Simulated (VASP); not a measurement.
Method: G0W0 on PBE orbitals, VASP's PBE PAW potentials (set 64) (plane waves; VASP).

The input files of a VASP run:

**KPOINTS**
```
Automatic mesh
0
Gamma
4 4 4
0 0 0
```

File POSCAR:
```
SiC
1
    0.0000000000     2.1800000000     2.1800000000
    2.1800000000     0.0000000000     2.1800000000
    2.1800000000     2.1800000000     0.0000000000
Si C
1 1
Direct
  0.0000000000   0.0000000000   0.0000000000
  0.2500000000   0.2500000000   0.2500000000
```

### INCAR
```
ALGO = EVGW0
ENCUT = 500
ENCUTGW = 300
GGA = PE
ISMEAR = 0
LASPH = .True.
LCHARG = .False.
LREAL = .False.
LSPECTRALGW = .True.
LWAVE = .False.
NBANDS = 320
NBANDSGW = 12
NELMGW = 1
NOMEGA = 64
PREC = Normal
SIGMA = 0.01
SYSTEM = SiC
```

POTCAR, in this order: Si_GW C_GW_new (PBE.64 set). Program: vasp_std. Read from the step before: WAVECAR, WAVEDER.

What VASP printed:

### OSZICAR
```
energies w=
    0.000    0.000    0.558    0.000    1.114    0.000    1.668    0.000
    2.218    0.000    2.764    0.000    3.303    0.000    3.836    0.000
    4.363    0.000    4.882    0.000    5.394    0.000    5.899    0.000
    6.396    0.000    6.887    0.000    7.372    0.000    7.851    0.000
    8.325    0.000    8.795    0.000    9.262    0.000    9.726    0.000
   10.189    0.000   10.652    0.000   11.115    0.000   11.580    0.000
   12.048    0.000   12.520    0.000   12.998    0.000   13.484    0.000
   13.977    0.000   14.481    0.000   14.998    0.000   15.529    0.000
   16.075    0.000   16.642    0.000   17.229    0.000   17.844    0.000
   18.485    0.000   19.159    0.000   19.872    0.000   20.627    0.000
   21.431    0.000   22.291    0.000   23.217    0.000   24.218    0.000
   25.308    0.000   26.501    0.000   27.814    0.000   29.274    0.000
   30.906    0.000   32.748    0.000   34.844    0.000   37.259    0.000
   40.069    0.000   43.385    0.000   47.360    0.000   52.214    0.000
   58.271    0.000   66.038    0.000   76.350    0.000   90.684    0.000
  111.926    0.000  146.574    0.000  212.987    0.000  391.103    0.000
NQ=   1    0.0000    0.0000    0.0000,
 performed        223000 updates of chi_q(r,r)
NQ=   2    0.2500    0.0000    0.0000,
 performed        661000 updates of chi_q(r,r)
NQ=   3    0.5000    0.0000    0.0000,
 performed       1037000 updates of chi_q(r,r)
NQ=   4    0.2500    0.2500    0.0000,
 performed       1475000 updates of chi_q(r,r)
NQ=   5    0.5000    0.2500    0.0000,
 performed       2082000 updates of chi_q(r,r)
NQ=   6   -0.2500    0.2500    0.0000,
 performed       2627000 updates of chi_q(r,r)
NQ=   7    0.5000    0.5000    0.0000,
 performed       2957000 updates of chi_q(r,r)
NQ=   8   -0.2500    0.5000    0.2500,
 performed       3379000 updates of chi_q(r,r)
 resolving degeneracies of screened two electron integrals
```

OUTCAR:
```


 k-point   1 :       0.0000    0.0000    0.0000
  band No.  KS-energies  QP-energies   sigma(KS)   V_xc(KS)     V^pw_x(r,r')   Z            occupation Imag(sigma)

      1      -6.8098      -8.0126     -14.3916     -12.7167     -21.6537       0.7182       2.0000       1.3658
      2       8.6145       7.7345     -15.9247     -14.8050     -17.6226       0.7859       2.0000       0.0548
      3       8.6145       7.7345     -15.9247     -14.8050     -17.6226       0.7859       2.0000       0.0548
      4       8.6145       7.7345     -15.9247     -14.8050     -17.6226       0.7859       2.0000       0.0548
      5      14.8234      15.0594     -12.8559     -13.1604      -7.2190       0.7748       0.0000      -0.0914
      6      15.8530      16.2402     -11.0410     -11.5301      -5.6673       0.7918       0.0000      -0.0890
      7      15.8530      16.2402     -11.0410     -11.5301      -5.6673       0.7918       0.0000      -0.0890
      8      15.8530      16.2402     -11.0410     -11.5301      -5.6673       0.7918       0.0000      -0.0890
      9      23.0457      23.4907     -10.8412     -11.4157      -4.4879       0.7746       0.0000      -0.2349
     10      23.0457      23.4907     -10.8412     -11.4157      -4.4879       0.7746       0.0000      -0.2349
     11      25.0121      25.1047      -9.6434      -9.7608      -2.8688       0.7892       0.0000      -0.4212
     12      25.8213      25.9594     -10.0593     -10.2365      -2.9338       0.7798       0.0000      -0.6046

 k-point   2 :       0.2500    0.0000    0.0000
  band No.  KS-energies  QP-energies   sigma(KS)   V_xc(KS)     V^pw_x(r,r')   Z            occupation Imag(sigma)

      1      -5.6134      -6.7914     -14.4999     -12.9036     -21.4430       0.7380       2.0000       1.1854
      2       4.3044       3.2684     -14.7268     -13.3606     -17.6357       0.7583       2.0000       0.1135
      3       8.0039       7.0943     -15.6904     -14.5295     -17.5308       0.7836       2.0000       0.0581
      4       8.0039       7.0943     -15.6904     -14.5295     -17.5308       0.7836       2.0000       0.0581
      5      14.5537      14.8365     -11.7475     -12.1047      -6.4477       0.7917       0.0000      -0.0813
      6      16.4580      16.8494     -11.0318     -11.5289      -5.4752       0.7873       0.0000      -0.1010
      7      16.4580      16.8494     -11.0318     -11.5289      -5.4752       0.7873       0.0000      -0.1010
      8      17.9430      18.3047     -12.6967     -13.1701      -6.4126       0.7641       0.0000      -0.1631
      9      21.6674      22.0102     -10.5807     -11.0221      -4.3378       0.7765       0.0000      -0.2378
     10      21.6674      22.0102     -10.5807     -11.0221      -4.3378       0.7765       0.0000      -0.2378
     11      23.6969      23.7258      -9.8005      -9.8371      -3.0785       0.7889       0.0000      -0.4324
     12      29.5897      29.8192     -10.7058     -11.0081      -3.0181       0.7594       0.0000      -0.7969

 k-point   3 :       0.5000    0.0000    0.0000
  band No.  KS-energies  QP-energies   sigma(KS)   V_xc(KS)     V^pw_x(r,r')   Z            occupation Imag(sigma)

      1      -3.2362      -4.3660     -15.3155     -13.7709     -21.6578       0.7315       2.0000       0.8458
      2       0.0492      -1.0397     -13.5102     -12.0372     -17.8661       0.7391       2.0000       0.3356
      3       7.5558       6.6161     -15.6243     -14.4213     -17.6191       0.7812       2.0000       0.0617
      4       7.5558       6.6161     -15.6243     -14.4213     -17.6191       0.7812       2.0000       0.0617
      5      13.9977      14.2727     -11.8499     -12.1963      -6.6762       0.7939       0.0000      -0.0743
      6      15.7775      16.1279     -10.6299     -11.0706      -5.2825       0.7949       0.0000      -0.0893
      7      15.7775      16.1279     -10.6299     -11.0706      -5.2825       0.7949       0.0000      -0.0893
      8      18.6411      18.8769     -11.4619     -11.7738      -4.8988       0.7561       0.0000      -0.2073
      9      24.7755      24.9561     -11.2418     -11.4787      -3.9505       0.7625       0.0000      -0.4390
     10      25.7659      26.0568     -11.1802     -11.5625      -3.5235       0.7610       0.0000      -0.5948
     11      25.7659      26.0568     -11.1802     -11.5625      -3.5235       0.7610       0.0000      -0.5948
     12      28.8804      29.2892     -11.6603     -12.1940      -4.2919       0.7659       0.0000      -0.7149

 k-point   4 :       0.2500    0.2500    0.0000
  band No.  KS-energies  QP-energies   sigma(KS)   V_xc(KS)     V^pw_x(r,r')   Z            occupation Imag(sigma)

      1      -5.2110      -6.3776     -14.5667     -12.9622     -21.3631       0.7270       2.0000       1.0988
      2       5.2585       4.2395     -15.4741     -14.1382     -18.1374       0.7628       2.0000       0.0924
      3       6.6691       5.6937     -15.1184     -13.8633     -17.3103       0.7772       2.0000       0.0690
      4       6.6691       5.6937     -15.1184     -13.8633     -17.3103       0.7772       2.0000       0.0690
      5      12.6095      12.8034     -10.5518     -10.7930      -5.7055       0.8034       0.0000      -0.0687
      6      14.9068      15.2096     -10.9034     -11.2819      -5.7374       0.7998       0.0000      -0.0787
      7      19.1430      19.5913     -11.9301     -12.5166      -5.5844       0.7645       0.0000      -0.1733
      8      19.1430      19.5913     -11.9301     -12.5166      -5.5844       0.7645       0.0000      -0.1733
      9      20.0932      20.4265     -12.5090     -12.9441      -5.9561       0.7661       0.0000      -0.2120
     10      24.8498      25.2778     -10.8504     -11.3979      -4.0898       0.7817       0.0000      -0.3892
     11      28.9955      29.1638     -10.4991     -10.7134      -2.9422       0.7854       0.0000      -0.8888
     12      28.9955      29.1638     -10.4991     -10.7134      -2.9422       0.7854       0.0000      -0.8888

 k-point   5 :       0.5000    0.2500    0.0000
  band No.  KS-energies  QP-energies   sigma(KS)   V_xc(KS)     V^pw_x(r,r')   Z            occupation Imag(sigma)

      1      -2.8532      -3.9820     -15.2487     -13.6908     -21.3932       0.7246       2.0000       0.7716
      2       1.5278       0.4395     -14.2049     -12.7486     -18.0949       0.7473       2.0000       0.2443
      3       4.6388       3.6246     -14.4307     -13.1031     -17.0937       0.7640       2.0000       0.0981
      4       6.2932       5.2992     -15.0806     -13.7957     -17.3964       0.7736       2.0000       0.0731
      5      12.2907      12.4658     -10.6451     -10.8627      -5.8961       0.8044       0.0000      -0.0656
      6      16.5453      16.8979     -11.8364     -12.2843      -6.3267       0.7871       0.0000      -0.0977
      7      19.0508      19.4642     -11.4487     -11.9830      -5.1830       0.7738       0.0000      -0.1806
      8      19.0656      19.4604     -12.0444     -12.5589      -5.6584       0.7672       0.0000      -0.1764
      9      22.5380      22.8887     -12.2246     -12.6895      -4.8010       0.7545       0.0000      -0.3788
     10      26.0683      26.3833     -11.1218     -11.5430      -3.5821       0.7479       0.0000      -0.5698
     11      28.7684      28.9425     -10.7697     -10.9974      -3.1747       0.7644       0.0000      -0.7739
     12      30.4262      30.8585     -11.8340     -12.3985      -4.1742       0.7659       0.0000      -0.8493

 k-point   6 :      -0.2500    0.2500    0.0000
  band No.  KS-energies  QP-energies   sigma(KS)   V_xc(KS)     V^pw_x(r,r')   Z            occupation Imag(sigma)

      1      -3.7817      -4.9399     -14.8980     -13.3354     -21.2920       0.7412       2.0000       0.9067
      2       2.6531       1.5805     -14.6373     -13.2084     -18.1926       0.7506       2.0000       0.1867
      3       4.2536       3.2292     -14.1863     -12.8416     -16.9605       0.7617       2.0000       0.1071
      4       7.4238       6.4875     -15.4834     -14.2842     -17.4617       0.7808       2.0000       0.0619
      5      14.0885      14.3478     -10.8427     -11.1677      -5.7211       0.7975       0.0000      -0.0780
      6      17.3421      17.6461     -12.1595     -12.5512      -6.1744       0.7761       0.0000      -0.1339
      7      17.5903      17.9876     -11.1325     -11.6422      -5.1595       0.7796       0.0000      -0.1424
      8      18.4470      18.9184     -12.7291     -13.3403      -6.6146       0.7714       0.0000      -0.1377
      9      20.8342      21.1831     -10.5864     -11.0276      -4.5511       0.7910       0.0000      -0.2048
     10      24.0137      24.2835     -11.0949     -11.4511      -3.6225       0.7571       0.0000      -0.4652
     11      28.3223      28.5311     -10.8625     -11.1370      -3.3457       0.7610       0.0000      -0.7174
     12      29.5637      29.7935     -11.3252     -11.6250      -3.3215       0.7665       0.0000      -0.9097

 k-point   7 :       0.5000    0.5000    0.0000
  band No.  KS-energies  QP-energies   sigma(KS)   V_xc(KS)     V^pw_x(r,r')   Z            occupation Imag(sigma)

      1      -1.7782      -2.9085     -15.8234     -14.2595     -21.7332       0.7227       2.0000       0.6503
      2       0.7876      -0.2868     -13.9629     -12.5096     -18.0940       0.7393       2.0000       0.2908
      3       5.4116       4.3749     -14.8696     -13.5208     -17.4716       0.7686       2.0000       0.0853
      4       5.4116       4.3749     -14.8696     -13.5208     -17.4716       0.7686       2.0000       0.0853
      5       9.9213       9.9920     -10.3943     -10.4814      -6.0841       0.8108       0.0000      -0.0558
      6      12.8788      13.1053     -10.5080     -10.7868      -5.7851       0.8125       0.0000      -0.0629
      7      22.5984      22.9939     -12.3265     -12.8674      -4.6312       0.7313       0.0000      -0.3965
      8      22.5984      22.9939     -12.3265     -12.8674      -4.6312       0.7313       0.0000      -0.3965
      9      23.3921      23.8140     -13.5295     -14.1067      -5.7352       0.7311       0.0000      -0.3857
...
```
(Selected blocks of OUTCAR.)

The mesh is coarse and the basis finite, so the quasiparticle values are not converged.

The compound is SiC in the zinc blende structure. The cell was not relaxed at this level. The k-mesh is coarse (spacing up to 0.62 per Å, 2π included), so the numbers may not be converged in it.
